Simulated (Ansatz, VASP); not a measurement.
# Two plane-wave programs on B18AsN17 (a cell with a defect)

```xyz
36
Lattice="7.4947 0.0000 0.0000 -3.7474 6.4906 0.0000 0.0000 0.0000 6.6357" Properties=species:S:1:pos:R:3 pbc="T T T"
B     0.0000    1.4424    1.6589
B    -1.2476    3.6051    1.6589
B    -2.4982    5.7711    1.6589
B     2.4968    1.4414    1.6589
B     1.2476    3.6051    1.6589
B     0.0000    5.7694    1.6589
B     4.9979    1.4414    1.6589
B     3.7474    3.6059    1.6589
B     2.4982    5.7711    1.6589
B     1.4932    0.5803    4.9768
B     0.0000    3.1666    4.9768
B    -1.2445    5.0509    4.9768
B     3.7474    0.7158    4.9768
B     2.5114    2.8923    4.9768
B     1.2445    5.0509    4.9768
B     6.0015    0.5803    4.9768
B     4.9834    2.8923    4.9768
B     3.7474    5.0331    4.9768
As    0.0000    1.4424    4.9768
N    -1.2973    3.6682    4.9768
N    -2.4684    5.6966    4.9768
N     2.5763    1.4530    4.9768
N     1.2973    3.6682    4.9768
N     0.0000    5.7694    4.9768
N     4.9185    1.4530    4.9768
N     3.7474    3.6059    4.9768
N     2.4684    5.6966    4.9768
N     1.2511    0.7201    1.6589
N     0.0000    2.8870    1.6589
N    -1.2490    5.0483    1.6589
N     3.7474    0.7210    1.6589
N     2.4982    2.8847    1.6589
N     1.2490    5.0483    1.6589
N     6.2437    0.7201    1.6589
N     4.9965    2.8847    1.6589
N     3.7474    5.0483    1.6589
```

Alike in both runs: functional PBE; k mesh 3 × 3 × 3; occupations fermi-dirac, width 0.01 eV; no spin polarisation.

Ansatz relaxed the structure, and its values are those at the end. VASP's run is a single point on that final structure, the one shown.

|  | VASP | Ansatz |
| --- | --- | --- |
| version | VASP 6.6.1 | Ansatz 0.2.0 |
| potentials or method | VASP PAW PBE potentials, release 64 (B, As, N) | plane-wave PAW, scalar-relativistic |
| plane-wave cutoff (eV) | 520 | 420 |
| valence electrons in the cell | 144 | 154 |

VASP gave:

```
gap on the k mesh at the Fermi level (eV) : 2.77
pressure (GPa)                            : 21.0
rms of the force components (eV/Å)        : 0.041
```

**Question.** Which values does Ansatz return?

**Answer.** gap on the k mesh at the Fermi level (eV): 2.78; pressure (GPa): 20.7; rms of the force components (eV/Å): 0.003.

The two sets of potentials don't hold the same shells in valence. Ansatz warned: «stress_scf_threshold_loose».

Caveats: so large a pressure means that the cell lies far from this level's equilibrium, or that cutoff or potentials fall short (VASP). A hybrid or GW would open this gap; PBE tends to underestimate it.
